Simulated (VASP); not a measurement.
Energy against volume of CoAl (CsCl type). Calculation: TPSS meta-GGA, VASP's PBE PAW potentials (set 64) (plane waves; VASP). Run with 520 eV cut-off, 13×13×13 Γ-centred mesh, first-order Methfessel-Paxton smearing of 0.10 eV, potentials Al Co.

| V (Å³/atom) | E (eV/atom) |
|---|---|
| 10.999 | -11.97364 |
| 11.339 | -11.98022 |
| 11.679 | -11.97456 |
| 12.019 | -11.95845 |

Task: Fit these four points and predict the energy of the run at 10.658 Å³/atom.

Result: A cubic in V^(−2/3), the third-order Birch-Murnaghan form, passes through the four points with V0 = 11.34 Å³/atom and B0 = 192 GPa, and gives -11.9527 eV/atom there. The run gave -11.9527 eV/atom, -0.1 meV/atom from the fit; all five points give B0 = 191 GPa.

The compound is CoAl in the CsCl type structure. It was relaxed first. The run is not spin-polarised, so no magnetic state was tried.
